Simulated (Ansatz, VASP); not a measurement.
# LiF (Griceite): VASP beside Ansatz, part 2 of 2

Aim: how closely do two programs agree when they are given the same cell, functional and k mesh? The cell is taken from a series of runs on this material, whose earlier steps may have relaxed, scaled, displaced or heated it; both programs get it as it stands.

VASP 6.6.1 and Ansatz 0.2.0.

So far: The starting structure; Ansatz: zone-centre phonons, LDA.

**3. VASP: zone-centre phonons, LDA**

Level of this step: LDA; plane waves and PAW (Li_sv, F) (VASP).

The same cell, functional (in two slightly different forms) and mesh now go to VASP, with its own data sets.

Lines of VASP's logs that name or quote its potential files are left out, and so is its time.

The input, INCAR:

```
SYSTEM = LiF
PREC = Accurate
ENCUT = 750
EDIFF = 1E-08
NELM = 120
ISMEAR = 0
SIGMA = 0.01
LREAL = .FALSE.
ALGO = Normal
GGA = PW92
NBANDS = 11
LORBIT = 11
LWAVE = .FALSE.
LCHARG = .FALSE.
ISIF = 2
IBRION = 8
LEPSILON = .TRUE.
LASPH = .TRUE.
GGA_COMPAT = .FALSE.
EFERMI = MIDGAP
KPAR = 2
```

The input, POSCAR:

```
LiF
1.0
    0.0000000000      1.9865003514      1.9865003514
    1.9865003514      0.0000000000      1.9865003514
    1.9865003514      1.9865003514      0.0000000000
Li F
1 1
Direct
    0.0000000000      0.0000000000      0.0000000000
    0.5000000000      0.5000000000      0.5000000000
```

The input, KPOINTS:

```
Automatic mesh
0
Gamma
12 12 12
0 0 0
```

PAW data sets: Li_sv and F (LDA family, release 64).

Launch:

```
> mpirun -np 2 vasp_std
```

Numbers of over 12 decimals in the logs are rounded to 6 here.

Log:

```text
[banner, memory and clock lines left out]
running    2 mpi-ranks, on    1 nodes
 distrk:  each k-point on    1 cores,    2 groups
 distr:  one band on    1 cores,    1 groups

 POSCAR found type information on POSCAR LiF
 POSCAR found :  2 types and       2 ions
|                                                                             |
|               ----> ADVICE to this user running VASP <----                  |
|                                                                             |
|     You enforced a specific xc type in the INCAR file but a different       |
|     [... a line on the potential file left out ...]
|     I HOPE YOU KNOW WHAT YOU ARE DOING!                                     |
|                                                                             |

 LDA part: xc-table for (Slater(with rela. corr.)+PW92), standard interpolation
 POSCAR, INCAR and KPOINTS ok, starting setup
 FFT: planning ... GRIDC
 FFT: planning ... GRID_SOFT
 FFT: planning ... GRID
 WAVECAR not read
 entering main loop
       N       E                     dE             d eps       ncg     rms          rms(c)
DAV:   1     0.439370263976E+02    0.43937E+02   -0.66511E+03  1592   0.120E+03
DAV:   2    -0.921923515422E+01   -0.53156E+02   -0.52026E+02  1849   0.235E+02
DAV:   3    -0.109691796981E+02   -0.17499E+01   -0.17430E+01  2037   0.372E+01
DAV:   4    -0.109920108178E+02   -0.22831E-01   -0.22827E-01  1900   0.473E+00
DAV:   5    -0.109922748647E+02   -0.26405E-03   -0.26404E-03  2027   0.378E-01    0.423E+00
DAV:   6    -0.105160830957E+02    0.47619E+00   -0.23021E+00  1842   0.100E+01    0.135E+00
DAV:   7    -0.105045675262E+02    0.11516E-01   -0.16583E-02  2138   0.122E+00    0.798E-01
DAV:   8    -0.104988607316E+02    0.57068E-02   -0.95207E-03  2341   0.113E+00    0.993E-02
DAV:   9    -0.104988288338E+02    0.31898E-04   -0.69049E-04  1829   0.261E-01    0.378E-02
DAV:  10    -0.104988436834E+02   -0.14850E-04   -0.32804E-05  1853   0.464E-02    0.620E-03
DAV:  11    -0.104988433117E+02    0.37169E-06   -0.12735E-06  2120   0.131E-02    0.115E-03
DAV:  12    -0.104988433118E+02   -0.13915E-09   -0.27218E-07  2438   0.415E-03    0.706E-04
DAV:  13    -0.104988433022E+02    0.95765E-08   -0.16580E-08  1562   0.120E-03
   1 F= -.10498843E+02 E0= -.10498843E+02  d E =0.000000E+00
 Linear response reoptimize wavefunctions to high precision
DAV:   1    -0.104988433016E+02    0.69156E-09   -0.34703E-09  2066   0.528E-04
DAV:   2    -0.104988433016E+02   -0.54570E-10   -0.29409E-10  1207   0.157E-04
 Linear response G [H, r] |phi>, progress :
  Direction:   1
       N       E                     dE             d eps       ncg     rms
RMM:   1    -0.329018169542E+02   -0.32902E+02    0.25087E+02  2210   0.181E+02
RMM:   2    -0.337787985649E+02   -0.87698E+00   -0.10426E+01  3295   0.252E+01
RMM:   3    -0.339423058164E+02   -0.16351E+00   -0.60206E-01  3588   0.524E+00
RMM:   4    -0.339774288368E+02   -0.35123E-01   -0.82643E-02  3593   0.188E+00
RMM:   5    -0.339831881826E+02   -0.57593E-02   -0.11479E-02  3604   0.699E-01
RMM:   6    -0.339840509488E+02   -0.86277E-03   -0.18335E-03  3543   0.267E-01
RMM:   7    -0.339842009015E+02   -0.14995E-03   -0.41977E-04  3545   0.105E-01
RMM:   8    -0.339842287465E+02   -0.27845E-04   -0.17169E-04  3550   0.439E-02
RMM:   9    -0.339842343767E+02   -0.56302E-05   -0.10237E-04  3552   0.193E-02
RMM:  10    -0.339842357005E+02   -0.13238E-05    0.46127E-05  3559   0.955E-03
RMM:  11    -0.339842349461E+02    0.75439E-06   -0.24033E-04  3562   0.551E-03
RMM:  12    -0.339842356894E+02   -0.74331E-06   -0.40411E-04  3522   0.383E-03
RMM:  13    -0.339842382491E+02   -0.25597E-05   -0.38594E-04  3349   0.310E-03
RMM:  14    -0.339842350567E+02    0.31924E-05   -0.25142E-04  3093   0.278E-03
RMM:  15    -0.339842349986E+02    0.58132E-07   -0.61858E-04  2873   0.262E-03
RMM:  16    -0.339842349362E+02    0.62403E-07   -0.33987E-04  2721   0.254E-03
RMM:  17    -0.339842349828E+02   -0.46638E-07   -0.34918E-04  2606   0.251E-03
RMM:  18    -0.339842350685E+02   -0.85671E-07   -0.42735E-04  2538   0.250E-03
 Linear response G [H, r] |phi>, progress :
  Direction:   2
       N       E                     dE             d eps       ncg     rms
RMM:   1    -0.357611153823E+02   -0.35761E+02    0.48713E+01  2249   0.139E+02
RMM:   2    -0.360963317185E+02   -0.33522E+00   -0.72103E+00  3217   0.226E+01
RMM:   3    -0.361968009625E+02   -0.10047E+00   -0.38955E-01  3582   0.469E+00
RMM:   4    -0.362230839186E+02   -0.26283E-01   -0.61250E-02  3598   0.170E+00
RMM:   5    -0.362282289638E+02   -0.51450E-02   -0.10325E-02  3618   0.673E-01
RMM:   6    -0.362291850544E+02   -0.95609E-03   -0.17872E-03  3536   0.277E-01
RMM:   7    -0.362293778058E+02   -0.19275E-03   -0.25250E-04  3575   0.115E-01
RMM:   8    -0.362294175135E+02   -0.39708E-04    0.39572E-05  3597   0.502E-02
[...]
RMM:   8    -0.388968858989E-01   -0.94747E-07   -0.21395E-07  3057   0.192E-03
RMM:   9    -0.388969084708E-01   -0.22572E-07   -0.97891E-07  2962   0.817E-04
RMM:  10    -0.388969110610E-01   -0.25902E-08   -0.10656E-06  2789   0.374E-04
RMM:  11    -0.388969116827E-01   -0.62172E-09   -0.10645E-06  2525   0.195E-04
RMM:  12    -0.388969117233E-01   -0.40532E-10   -0.72519E-07  2167   0.123E-04
[...]
RMM:   4    -0.504953267424E-01   -0.20437E-02   -0.10152E-03  7001   0.280E-01    0.167E-02
RMM:   5    -0.507945349966E-01   -0.29921E-03   -0.13376E-04  7763   0.780E-02    0.545E-03
RMM:   6    -0.508038127107E-01   -0.92777E-05   -0.31430E-05  7765   0.283E-02    0.931E-04
RMM:   7    -0.508072986185E-01   -0.34859E-05   -0.50291E-06  7974   0.112E-02    0.218E-04
RMM:   8    -0.508088995745E-01   -0.16010E-05   -0.10328E-06  7936   0.452E-03    0.144E-04
RMM:   9    -0.508067912657E-01    0.21083E-05   -0.31132E-07  7858   0.195E-03    0.515E-05
RMM:  10    -0.508072529650E-01   -0.46170E-06   -0.21908E-06  7364   0.815E-04    0.148E-05
RMM:  11    -0.508069845168E-01    0.26845E-06   -0.23645E-06  6953   0.382E-04    0.928E-06
 change of polarisation eV/A/(eV/A) component  2 :     0.011     0.095    -0.002
 dielectric tensor                  component  2 :     0.126     2.096    -0.021
 Linear response to external field, progress :
  Direction:   3
       N       E                     dE             d eps       ncg     rms          rms(c)
RMM:   1    -0.472524408639E-01   -0.47252E-01   -0.11232E-01  7911   0.182E+00
RMM:   2    -0.488304716327E-01   -0.15780E-02   -0.45061E-03  7275   0.485E-01    0.350E-01
RMM:   3    -0.484516271589E-01    0.37884E-03   -0.15059E-03  7080   0.287E-01    0.204E-01
RMM:   4    -0.504952921582E-01   -0.20437E-02   -0.10151E-03  7003   0.280E-01    0.167E-02
RMM:   5    -0.507945481848E-01   -0.29926E-03   -0.13379E-04  7762   0.780E-02    0.545E-03
RMM:   6    -0.508038166183E-01   -0.92684E-05   -0.31435E-05  7752   0.283E-02    0.931E-04
RMM:   7    -0.508073009771E-01   -0.34844E-05   -0.50321E-06  7968   0.112E-02    0.218E-04
RMM:   8    -0.508089009928E-01   -0.16000E-05   -0.10398E-06  7941   0.452E-03    0.144E-04
RMM:   9    -0.508068066502E-01    0.20943E-05   -0.13937E-07  7863   0.195E-03    0.505E-05
RMM:  10    -0.508072556821E-01   -0.44903E-06   -0.23175E-06  7382   0.825E-04    0.146E-05
RMM:  11    -0.508069822547E-01    0.27343E-06   -0.25385E-06  6936   0.394E-04    0.890E-06
 change of polarisation eV/A/(eV/A) component  3 :     0.000     0.008     0.095
 dielectric tensor                  component  3 :     0.001     0.089     2.096
 Linear response DOF=           2
 Linear response progress:
  Degree of freedom:   1/  2
       N       E                     dE             d eps       ncg     rms          rms(c)
RMM:   1    -0.167040608351E+00   -0.16704E+00    0.15860E+00  4643   0.153E+01
RMM:   2    -0.172255149344E+00   -0.52145E-02   -0.16001E-02  6184   0.105E+00    0.674E-02
RMM:   3    -0.172234075826E+00    0.21074E-04   -0.92215E-04  7404   0.224E-01    0.377E-02
RMM:   4    -0.172172512772E+00    0.61563E-04   -0.25798E-04  7463   0.913E-02    0.381E-03
RMM:   5    -0.172198459723E+00   -0.25947E-04   -0.88988E-05  7756   0.421E-02    0.112E-03
RMM:   6    -0.172214324051E+00   -0.15864E-04   -0.32829E-05  7778   0.205E-02    0.652E-04
RMM:   7    -0.172225959763E+00   -0.11636E-04   -0.57326E-05  7748   0.110E-02    0.233E-04
RMM:   8    -0.172233165580E+00   -0.72058E-05   -0.67989E-05  7829   0.651E-03    0.319E-05
RMM:   9    -0.172233639028E+00   -0.47345E-06   -0.53900E-05  8139   0.430E-03    0.336E-05
RMM:  10    -0.172234173285E+00   -0.53426E-06   -0.41074E-05  8219   0.305E-03    0.376E-05
RMM:  11    -0.172233514689E+00    0.65860E-06   -0.30805E-05  7942   0.223E-03    0.763E-05
RMM:  12    -0.172234563391E+00   -0.10487E-05   -0.21456E-05  7415   0.166E-03    0.467E-05
RMM:  13    -0.172235505580E+00   -0.94219E-06   -0.15633E-05  7471   0.128E-03    0.202E-05
RMM:  14    -0.172235617787E+00   -0.11221E-06   -0.10359E-05  8437   0.992E-04    0.218E-05
[...]
RMM:  24    -0.172236530728E+00    0.11238E-08   -0.77456E-07  5249   0.270E-04    0.237E-06
RMM:  25    -0.172236532894E+00   -0.21656E-08   -0.68927E-07  5222   0.252E-04    0.283E-06
RMM:  26    -0.172236532242E+00    0.65120E-09   -0.60792E-07  5154   0.237E-04    0.333E-06
RMM:  27    -0.172236533716E+00   -0.14739E-08   -0.55431E-07  5146   0.224E-04    0.368E-06
RMM:  28    -0.172236534147E+00   -0.43024E-09   -0.50198E-07  5137   0.212E-04    0.402E-06
RMM:  29    -0.172236535726E+00   -0.15793E-08   -0.46656E-07  5221   0.202E-04    0.426E-06
RMM:  30    -0.172236535772E+00   -0.46176E-10   -0.43128E-07  5087   0.194E-04    0.452E-06
RMM:  31    -0.172236536823E+00   -0.10510E-08   -0.40683E-07  5184   0.186E-04    0.471E-06
 first order change of Fermi-energy   0.16429E-03
 force on displaced ion       1 direction 1 :  -1.688   0.000   0.000
 Born effective charge ion    1 direction 1 :   1.044   0.000   0.000
 Linear response progress:
  Degree of freedom:   2/  2
       N       E                     dE             d eps       ncg     rms          rms(c)
RMM:   1    -0.514996659667E+00   -0.51500E+00    0.50841E-01  6801   0.478E+00
RMM:   2    -0.508686870733E+00    0.63098E-02   -0.68950E-03  6493   0.737E-01    0.895E-02
RMM:   3    -0.510226866479E+00   -0.15400E-02   -0.80205E-04  6970   0.211E-01    0.487E-02
RMM:   4    -0.512154421511E+00   -0.19276E-02   -0.25452E-04  6723   0.119E-01    0.101E-02
RMM:   5    -0.512334979985E+00   -0.18056E-03   -0.25348E-05  7569   0.363E-02    0.270E-03
RMM:   6    -0.512231528389E+00    0.10345E-03   -0.38848E-06  7191   0.136E-02    0.708E-04
RMM:   7    -0.512225136481E+00    0.63919E-05   -0.59503E-07  7723   0.500E-03    0.113E-04
RMM:   8    -0.512224279636E+00    0.85684E-06   -0.13814E-07  7882   0.204E-03    0.420E-05
RMM:   9    -0.512223226910E+00    0.10527E-05   -0.65457E-08  7856   0.935E-04    0.135E-05
RMM:  10    -0.512222718016E+00    0.50889E-06   -0.36060E-09  7988   0.499E-04    0.304E-06
RMM:  11    -0.512222797993E+00   -0.79977E-07    0.12106E-07  8086   0.329E-04    0.188E-06
RMM:  12    -0.512222702545E+00    0.95448E-07   -0.16551E-07  8104   0.262E-04    0.184E-06
RMM:  13    -0.512222768554E+00   -0.66009E-07   -0.21964E-07  7998   0.234E-04    0.741E-07
RMM:  14    -0.512222768409E+00    0.14497E-09   -0.16159E-07  7396   0.222E-04    0.792E-07
RMM:  15    -0.512222769023E+00   -0.61381E-09   -0.19163E-07  6714   0.217E-04    0.825E-07
RMM:  16    -0.512222771908E+00   -0.28853E-08   -0.18057E-07  6151   0.215E-04    0.836E-07
 first order change of Fermi-energy   0.15493E-02
 force on displaced ion       2 direction 1 :  -1.689   0.000   0.000
 Born effective charge ion    2 direction 1 :  -1.044   0.000   0.000
 Born effective charges drift removed
 Linear response finished
```

From OUTCAR (step 3):

```text
ion  position               nearest neighbor table
   1  0.000  0.000  0.000-   2 1.99   2 1.99   2 1.99   2 1.99   2 1.99   2 1.99
   2  0.500  0.500  0.500-   1 1.99   1 1.99   1 1.99   1 1.99   1 1.99   1 1.99

  LATTYP: Found a face centered cubic cell.
 ALAT       =     3.9730007028

 Subroutine GETGRP returns: Found 48 space group operations
 (whereof 48 operations were pure point group operations)

The static configuration has the point symmetry O_h .

 Found     72 irreducible k-points:

   k-points           NKPTS =     72   k-points in BZ     NKDIM =     72   number of bands    NBANDS=     11

   dimension x,y,z NGX =    28 NGY =   28 NGZ =   28
   dimension x,y,z NGXF=    56 NGYF=   56 NGZF=   56

   ENCUT  =  750.0 eV  55.12 Ry    7.42 a.u.   6.27  6.27  6.27*2*pi/ulx,y,z

   NELECT =      10.0000    total number of electrons

 k-points in reciprocal lattice and weights: Automatic mesh
   0.00000000  0.00000000  0.00000000       0.001
   0.08333333  0.00000000  0.00000000       0.005
   0.16666667  0.00000000  0.00000000       0.005
   0.25000000  0.00000000  0.00000000       0.005
   0.33333333  0.00000000  0.00000000       0.005
   0.41666667  0.00000000  0.00000000       0.005
   0.50000000  0.00000000  0.00000000       0.002
   0.08333333  0.08333333  0.00000000       0.003
   0.16666667  0.08333333  0.00000000       0.014
[...]
-0.33333333  0.50000000  0.16666667       0.007
  -0.25000000  0.50000000  0.25000000       0.003

 average (electrostatic) potential at core
       1 -63.4334       2 -76.4403

  Total       -0.4295946     -0.4295946     -0.4295946      0.0000000      0.0000000      0.0000000
  in kB      -43.9009002    -43.9009002    -43.9009002      0.0000000      0.0000000      0.0000000
  external PRESSURE =     -43.9009002 kB  Pullay stress =       0.0000000 kB

  energy-cutoff  :      750.00
  volume of cell :       15.68
      direct lattice vectors                 reciprocal lattice vectors
     0.000000000  1.986500351  1.986500351    -0.251698924  0.251698924  0.251698924
     1.986500351  0.000000000  1.986500351     0.251698924 -0.251698924  0.251698924
     1.986500351  1.986500351  0.000000000     0.251698924  0.251698924 -0.251698924

 POSITION                                       TOTAL-FORCE (eV/Angst)
 -----------------------------------------------------------------------------------
      0.00000      0.00000      0.00000        -0.000000      0.000000      0.000000
      1.98650      1.98650      1.98650         0.000000     -0.000000     -0.000000
 -----------------------------------------------------------------------------------
    total drift:                                0.000000      0.000000      0.000000

 MACROSCOPIC STATIC DIELECTRIC TENSOR (including local field effects in DFT)
 ------------------------------------------------------
           2.095773    -0.000000     0.000000
          -0.000000     2.095773     0.000000
          -0.000000     0.000000     2.095773
 ------------------------------------------------------

 PIEZOELECTRIC TENSOR (including local field effects)  for field in x, y, z        (C/m^2)
          XX          YY          ZZ          XY          YZ          ZX
  --------------------------------------------------------------------------------
  x     0.00000     0.00000     0.00000     0.00000     0.00000     0.00000
  y     0.00000     0.00000     0.00000     0.00000     0.00000     0.00000
  z     0.00000     0.00000     0.00000     0.00000     0.00000     0.00000

 BORN EFFECTIVE CHARGES (including local field effects) (in |e|, cummulative output)
 ---------------------------------------------------------------------------------
 ion    1
    1     1.04382     0.00000     0.00000
    2     0.00000     1.04382    -0.00000
    3     0.00000    -0.00000     1.04382
 ion    2
    1    -1.04382     0.00000    -0.00000
    2     0.00000    -1.04382     0.00000
    3    -0.00000     0.00000    -1.04382

 Eigenvectors and eigenvalues of the dynamical matrix
 ----------------------------------------------------

   1 f  =    8.977030 THz    56.404341 2PiTHz  299.441477 cm-1    37.125995 meV
             X         Y         Z           dx          dy          dz
      0.000000  0.000000  0.000000     0.000000    0.854596    0.000000
      1.986500  1.986500  1.986500     0.000000   -0.519293    0.000000

   2 f  =    8.977030 THz    56.404341 2PiTHz  299.441477 cm-1    37.125995 meV
             X         Y         Z           dx          dy          dz
      0.000000  0.000000  0.000000     0.854596    0.000000    0.000000
      1.986500  1.986500  1.986500    -0.519293    0.000000    0.000000

   3 f  =    8.977030 THz    56.404341 2PiTHz  299.441477 cm-1    37.125995 meV
             X         Y         Z           dx          dy          dz
      0.000000  0.000000  0.000000     0.000000    0.000000    0.854596
      1.986500  1.986500  1.986500     0.000000    0.000000   -0.519293

   4 f/i=    0.001341 THz     0.008425 2PiTHz    0.044727 cm-1     0.005545 meV
             X         Y         Z           dx          dy          dz
      0.000000  0.000000  0.000000    -0.519293    0.000000    0.000000
      1.986500  1.986500  1.986500    -0.854596    0.000000    0.000000

   5 f/i=    0.001341 THz     0.008425 2PiTHz    0.044727 cm-1     0.005545 meV
             X         Y         Z           dx          dy          dz
      0.000000  0.000000  0.000000     0.000000   -0.519293    0.000000
      1.986500  1.986500  1.986500     0.000000   -0.854596    0.000000

   6 f/i=    0.001341 THz     0.008425 2PiTHz    0.044727 cm-1     0.005545 meV
             X         Y         Z           dx          dy          dz
      0.000000  0.000000  0.000000     0.000000    0.000000   -0.519293
      1.986500  1.986500  1.986500     0.000000    0.000000   -0.854596

 MACROSCOPIC STATIC DIELECTRIC TENSOR IONIC CONTRIBUTION
 ------------------------------------------------------
           7.446832    -0.000000    -0.000000
          -0.000000     7.446832     0.000000
          -0.000000     0.000000     7.446832
 ------------------------------------------------------

 ELASTIC MODULI CONTR FROM IONIC RELAXATION (kBar)
 Direction    XX          YY          ZZ          XY          YZ          ZX
 --------------------------------------------------------------------------------
 XX           0.0000      0.0000      0.0000      0.0000      0.0000      0.0000
 YY           0.0000      0.0000      0.0000      0.0000      0.0000      0.0000
 ZZ           0.0000      0.0000      0.0000      0.0000      0.0000      0.0000
 XY           0.0000      0.0000      0.0000      0.0000      0.0000      0.0000
 YZ           0.0000      0.0000      0.0000      0.0000      0.0000      0.0000
 ZX           0.0000      0.0000      0.0000      0.0000      0.0000      0.0000
 --------------------------------------------------------------------------------

 PIEZOELECTRIC TENSOR IONIC CONTR  for field in x, y, z        (C/m^2)
          XX          YY          ZZ          XY          YZ          ZX
  --------------------------------------------------------------------------------
  x     0.00000     0.00000     0.00000     0.00000     0.00000     0.00000
  y     0.00000     0.00000     0.00000     0.00000     0.00000     0.00000
  z     0.00000     0.00000     0.00000     0.00000     0.00000     0.00000
```

**4. Side by side**

Known differences besides the potentials themselves: fixed occupations in Ansatz, narrow Gaussian smearing in VASP; VASP's run holds the zone centre alone; the cutoff is 420 eV in Ansatz and 750 eV in VASP; VASP's log shows a relativistic correction to its local exchange, Ansatz's none. Total energies have different zeros and are not compared.

Compared:

```tsv
quantity	Ansatz	VASP	difference
ε∞ xx	2.10	2.10	+0.37 %
ε∞ yy	2.10	2.10	+0.37 %
ε∞ zz	2.10	2.10	+0.37 %
Born charge of Li1 (mean of the diagonal) (e)	1.05	1.04	0.00
Born charge of F2 (mean of the diagonal) (e)	-1.05	-1.04	0.00
optical mode 1 to 3 (cm⁻¹)	295.9	299.4	-1.17 %
```

Modes are paired by rising frequency, not by their patterns, so a pair may set unlike modes beside each other; they are those without the splitting of longitudinal modes.

**5. Summary of results**

| Property | Result |
| --- | --- |
| r.m.s. difference of the optical zone-centre modes, each program's sorted by frequency (zone-centre phonons, LDA) | 3.5 cm⁻¹ |
| difference in optical mode 1 to 3 (zone-centre phonons, LDA) | -1.2 % |

What this shows: The r.m.s. difference of the optical zone-centre modes, each program's sorted by frequency is 3.5 cm⁻¹ (zone-centre phonons, LDA). Among the rows given in per cent, the largest difference of the zone-centre phonons, LDA pair is in optical mode 1 to 3, -1.2 %. How closely two codes agree says nothing of how well the functional describes the real material.

[Lines on the potential files, build, host, timing and source positions are cut from VASP's logs without a mark.]

[Logs are printed without paths, hosts, clocks, repeated set-up lines and the standing remarks that a program may print on its own settings, such as how far it seeks lower states.]

[Hosts, paths, dates, database ids (printed as entryN), source tags and the programs' standing remarks are cut or masked in the printed files.]
